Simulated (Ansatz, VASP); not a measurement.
# CO2: VASP beside Ansatz, part 2 of 3

One calculation is typed for both programs; each brings its own data sets. How far apart do they land? The cell is taken from a series of runs on this material, whose earlier steps may have relaxed, scaled, displaced or heated it; both programs get it as it stands.

VASP 6.6.1 and Ansatz 0.2.0.

So far: Set-up; Ansatz: zone-centre phonons, PBEsol.

## (3) VASP: zone-centre phonons, PBEsol

Level of this step: PBEsol; plane waves and PAW (C, O) (VASP).

The same cell, functional and mesh now go to VASP, with its own data sets.

Lines of VASP's logs that name or quote its potential files are left out, and so is its time.

The input, INCAR:

```
SYSTEM = CO2
PREC = Accurate
ENCUT = 600
EDIFF = 1E-08
NELM = 120
ISMEAR = 0
SIGMA = 0.01
LREAL = .FALSE.
ALGO = Normal
GGA = PS
NBANDS = 22
LORBIT = 11
LWAVE = .FALSE.
LCHARG = .FALSE.
ISIF = 2
IBRION = 8
LASPH = .TRUE.
GGA_COMPAT = .FALSE.
EFERMI = MIDGAP
KPAR = 2
```

The input, POSCAR:

```
CO2
1.0
   -1.9719518266      1.9719518266      2.9731434930
    1.9719518266     -1.9719518266      2.9731434930
    1.9719518266      1.9719518266     -2.9731434930
C O
2 4
Direct
    0.7500000000      0.2500000000      0.5000000000
    0.0000000000      0.0000000000      0.0000000000
    0.7103192228      0.1250000000      0.0853192228
    0.0396807772      0.6250000000      0.9146807772
    0.3750000000      0.2896807772      0.4146807772
    0.8750000000      0.9603192228      0.5853192228
```

The input, KPOINTS:

```
Automatic mesh
0
Gamma
8 8 8
0 0 0
```

PAW data sets: C and O (PBE family, release 64).

Run with:

```sh
> mpirun -np 2 vasp_std
```

Output:

```text
[banner, memory and clock lines left out]
running    2 mpi-ranks, on    1 nodes
 distrk:  each k-point on    1 cores,    2 groups
 distr:  one band on    1 cores,    1 groups

 POSCAR found type information on POSCAR C O
 POSCAR found :  2 types and       6 ions
|                                                                             |
|               ----> ADVICE to this user running VASP <----                  |
|                                                                             |
|     You enforced a specific xc type in the INCAR file but a different       |
|     [... a line on the potential file left out ...]
|     I HOPE YOU KNOW WHAT YOU ARE DOING!                                     |
|                                                                             |

 LDA part: xc-table for (Slater+PW92), standard interpolation
 POSCAR, INCAR and KPOINTS ok, starting setup
 FFT: planning ... GRIDC
 FFT: planning ... GRID_SOFT
 FFT: planning ... GRID
 WAVECAR not read
 entering main loop
       N       E                     dE             d eps       ncg     rms          rms(c)
DAV:   1     0.182597102202E+03    0.18260E+03   -0.20581E+04  2596   0.162E+03
DAV:   2    -0.404687660493E+02   -0.22307E+03   -0.21533E+03  3492   0.337E+02
DAV:   3    -0.488753987796E+02   -0.84066E+01   -0.83637E+01  3304   0.669E+01
DAV:   4    -0.489518565738E+02   -0.76458E-01   -0.76370E-01  3202   0.720E+00
DAV:   5    -0.489530446620E+02   -0.11881E-02   -0.11877E-02  3274   0.879E-01    0.125E+01
DAV:   6    -0.462147636380E+02    0.27383E+01   -0.78980E+00  3190   0.217E+01    0.519E+00
DAV:   7    -0.461589709792E+02    0.55793E-01   -0.62247E-01  3172   0.598E+00    0.283E+00
DAV:   8    -0.461315179337E+02    0.27453E-01   -0.73101E-02  3088   0.252E+00    0.468E-01
DAV:   9    -0.461290410313E+02    0.24769E-02   -0.17393E-02  3226   0.106E+00    0.180E-01
DAV:  10    -0.461290202507E+02    0.20781E-04   -0.16551E-03  3154   0.342E-01    0.600E-02
DAV:  11    -0.461289906562E+02    0.29595E-04   -0.20481E-04  3250   0.110E-01    0.185E-02
DAV:  12    -0.461289957281E+02   -0.50719E-05   -0.15815E-05  3046   0.321E-02    0.460E-03
DAV:  13    -0.461289958153E+02   -0.87213E-07   -0.26945E-06  3250   0.121E-02    0.283E-03
DAV:  14    -0.461289958204E+02   -0.50868E-08   -0.35022E-07  3166   0.524E-03    0.850E-04
DAV:  15    -0.461289958932E+02   -0.72856E-07   -0.39631E-08  3202   0.141E-03    0.186E-04
DAV:  16    -0.461289959018E+02   -0.85538E-08   -0.25758E-09  1874   0.390E-04
   1 F= -.46128996E+02 E0= -.46128996E+02  d E =0.000000E+00
 Linear response reoptimize wavefunctions to high precision
DAV:   1    -0.461289959016E+02    0.14688E-09   -0.63289E-10  2120   0.181E-04
DAV:   2    -0.461289959017E+02   -0.16826E-10   -0.94999E-11  1694   0.706E-05
 Linear response DOF=           5
 Linear response progress:
  Degree of freedom:   1/  5
       N       E                     dE             d eps       ncg     rms          rms(c)
RMM:   1    -0.125584315500E+00   -0.12558E+00    0.20395E-01 32697   0.293E+00
RMM:   2    -0.108549727850E+00    0.17035E-01   -0.89558E-03 19958   0.763E-01    0.190E-01
RMM:   3    -0.107955829047E+00    0.59390E-03   -0.56013E-04 20568   0.142E-01    0.117E-01
RMM:   4    -0.107700574141E+00    0.25525E-03   -0.12766E-04 19943   0.907E-02    0.398E-02
RMM:   5    -0.107698097673E+00    0.24765E-05   -0.34515E-05 20349   0.432E-02    0.708E-03
RMM:   6    -0.107686773083E+00    0.11325E-04   -0.32681E-06 20422   0.942E-03    0.148E-03
RMM:   7    -0.107688014408E+00   -0.12413E-05   -0.46042E-07 21005   0.302E-03    0.733E-04
RMM:   8    -0.107687589399E+00    0.42501E-06   -0.40261E-08 20382   0.981E-04    0.119E-04
RMM:   9    -0.107687873417E+00   -0.28402E-06   -0.14087E-08 21004   0.277E-04    0.638E-05
RMM:  10    -0.107687862945E+00    0.10472E-07   -0.16063E-08 20557   0.141E-04    0.194E-05
RMM:  11    -0.107687897245E+00   -0.34301E-07    0.14330E-08 21134   0.383E-05    0.372E-06
RMM:  12    -0.107687902335E+00   -0.50896E-08    0.27449E-08 21179   0.201E-05    0.248E-06
 first order change of Fermi-energy   0.84114E-06
 force on displaced ion       1 direction 1 : -34.742  -0.000   0.000
 Linear response progress:
  Degree of freedom:   2/  5
       N       E                     dE             d eps       ncg     rms          rms(c)
RMM:   1    -0.117635881935E+00   -0.11764E+00    0.21777E-01 18520   0.280E+00
RMM:   2    -0.107627065458E+00    0.10009E-01   -0.74983E-03 11336   0.692E-01    0.189E-01
RMM:   3    -0.106860910849E+00    0.76615E-03   -0.72337E-04 11766   0.155E-01    0.113E-01
RMM:   4    -0.106526416989E+00    0.33449E-03   -0.15852E-04 11583   0.903E-02    0.399E-02
RMM:   5    -0.106485447716E+00    0.40969E-04   -0.36192E-05 11705   0.417E-02    0.830E-03
RMM:   6    -0.106482102969E+00    0.33447E-05   -0.31027E-06 11751   0.979E-03    0.129E-03
RMM:   7    -0.106480946303E+00    0.11567E-05   -0.66333E-07 12139   0.252E-03    0.682E-04
RMM:   8    -0.106480566629E+00    0.37967E-06    0.13605E-07 11695   0.929E-04    0.116E-04
RMM:   9    -0.106480738668E+00   -0.17204E-06    0.12450E-07 12146   0.319E-04    0.790E-05
RMM:  10    -0.106480776789E+00   -0.38121E-07    0.25101E-08 11869   0.154E-04    0.807E-06
RMM:  11    -0.106480786594E+00   -0.98050E-08    0.67563E-08 11938   0.305E-05    0.292E-06
 first order change of Fermi-energy   0.92439E-05
 force on displaced ion       1 direction 3 :  -0.000  -0.000 -36.013
 Linear response progress:
  Degree of freedom:   3/  5
       N       E                     dE             d eps       ncg     rms          rms(c)
RMM:   1    -0.377939822589E+00   -0.37794E+00    0.35165E-01 24259   0.409E+00
RMM:   2    -0.361783473334E+00    0.16156E-01   -0.13458E-02 19200   0.807E-01    0.312E-01
RMM:   3    -0.362793693321E+00   -0.10102E-02   -0.16582E-03 19968   0.242E-01    0.167E-01
RMM:   4    -0.364299546859E+00   -0.15059E-02   -0.55519E-04 19510   0.141E-01    0.538E-02
RMM:   5    -0.364700310976E+00   -0.40076E-03   -0.42102E-05 21138   0.400E-02    0.144E-02
RMM:   6    -0.364708076325E+00   -0.77653E-05   -0.15667E-06 21293   0.760E-03    0.429E-03
RMM:   7    -0.364692584931E+00    0.15491E-04   -0.54616E-08 21186   0.335E-03    0.487E-04
RMM:   8    -0.364690621897E+00    0.19630E-05   -0.16546E-08 21569   0.678E-04    0.124E-04
RMM:   9    -0.364691110195E+00   -0.48830E-06    0.10905E-08 21557   0.161E-04    0.395E-05
RMM:  10    -0.364691411799E+00   -0.30160E-06    0.99855E-09 21426   0.725E-05    0.765E-06
RMM:  11    -0.364691354061E+00    0.57737E-07    0.41735E-09 21545   0.347E-05    0.300E-06
RMM:  12    -0.364691391080E+00   -0.37019E-07    0.83953E-08 20375   0.244E-05    0.462E-07
RMM:  13    -0.364691389082E+00    0.19978E-08    0.28097E-08 16479   0.213E-05    0.172E-07
 first order change of Fermi-energy  -0.96978E-05
 force on displaced ion       3 direction 1 : -31.484  -0.002  15.237
 Linear response progress:
  Degree of freedom:   4/  5
       N       E                     dE             d eps       ncg     rms          rms(c)
RMM:   1    -0.382943660309E+00   -0.38294E+00    0.18744E-01 14918   0.391E+00
RMM:   2    -0.360868670874E+00    0.22075E-01   -0.12045E-02 11397   0.739E-01    0.337E-01
RMM:   3    -0.360954393169E+00   -0.85722E-04   -0.47801E-03 11332   0.412E-01    0.137E-01
RMM:   4    -0.361615335707E+00   -0.66094E-03   -0.17438E-04 11322   0.848E-02    0.744E-02
RMM:   5    -0.362381638150E+00   -0.76630E-03   -0.92683E-05 10452   0.615E-02    0.132E-02
RMM:   6    -0.362391960432E+00   -0.10322E-04   -0.17414E-05 11851   0.136E-02    0.409E-03
RMM:   7    -0.362371790107E+00    0.20170E-04   -0.22813E-06 11636   0.474E-03    0.819E-04
RMM:   8    -0.362374510081E+00   -0.27200E-05    0.14607E-06 12110   0.144E-03    0.381E-04
RMM:   9    -0.362373566471E+00    0.94361E-06   -0.39627E-07 11942   0.501E-04    0.113E-04
RMM:  10    -0.362373393699E+00    0.17277E-06   -0.16775E-07 12171   0.218E-04    0.313E-05
RMM:  11    -0.362373534968E+00   -0.14127E-06    0.20292E-08 11842   0.837E-05    0.124E-05
RMM:  12    -0.362373651436E+00   -0.11647E-06   -0.18624E-08 12216   0.392E-05    0.408E-06
RMM:  13    -0.362373655060E+00   -0.36240E-08   -0.24015E-08 11796   0.236E-05    0.638E-07
 first order change of Fermi-energy   0.64771E+00
 force on displaced ion       3 direction 2 :   0.000 -27.244  -0.000
 Linear response progress:
  Degree of freedom:   5/  5
       N       E                     dE             d eps       ncg     rms          rms(c)
RMM:   1    -0.377977511151E+00   -0.37798E+00    0.25420E-01 24330   0.393E+00
RMM:   2    -0.365475456409E+00    0.12502E-01   -0.12433E-02 19307   0.737E-01    0.270E-01
RMM:   3    -0.366759037627E+00   -0.12836E-02   -0.11889E-03 19843   0.209E-01    0.147E-01
RMM:   4    -0.368424950935E+00   -0.16659E-02   -0.47637E-04 18884   0.132E-01    0.426E-02
RMM:   5    -0.368792953115E+00   -0.36800E-03   -0.31290E-05 20769   0.344E-02    0.110E-02
RMM:   6    -0.368790602316E+00    0.23508E-05   -0.13280E-06 20658   0.844E-03    0.182E-03
RMM:   7    -0.368787305201E+00    0.32971E-05   -0.51595E-08 20989   0.187E-03    0.447E-04
RMM:   8    -0.368786641159E+00    0.66404E-06    0.20165E-09 21235   0.532E-04    0.141E-04
RMM:   9    -0.368786091186E+00    0.54997E-06   -0.59008E-09 21294   0.182E-04    0.414E-05
RMM:  10    -0.368786285925E+00   -0.19474E-06   -0.16321E-08 20171   0.713E-05    0.859E-06
RMM:  11    -0.368786300133E+00   -0.14209E-07   -0.22914E-08 21326   0.329E-05    0.346E-06
RMM:  12    -0.368786312633E+00   -0.12500E-07   -0.13883E-08 20514   0.233E-05    0.960E-07
RMM:  13    -0.368786305231E+00    0.74025E-08   -0.15750E-08 17968   0.191E-05    0.231E-07
 first order change of Fermi-energy   0.16566E-04
 force on displaced ion       3 direction 3 :  15.235   0.005 -22.986
 Linear response finished
```

(Continued in part 3 of 3.)

[Lines on the potential files, build, host, timing and source positions are cut from VASP's logs without a mark.]

[Logs are printed without paths, hosts, clocks, repeated set-up lines and the standing remarks that a program may print on its own settings, such as how far it seeks lower states.]

[Hosts, paths, dates, database ids (printed as entryN), source tags and the programs' standing remarks are cut or masked in the printed files.]
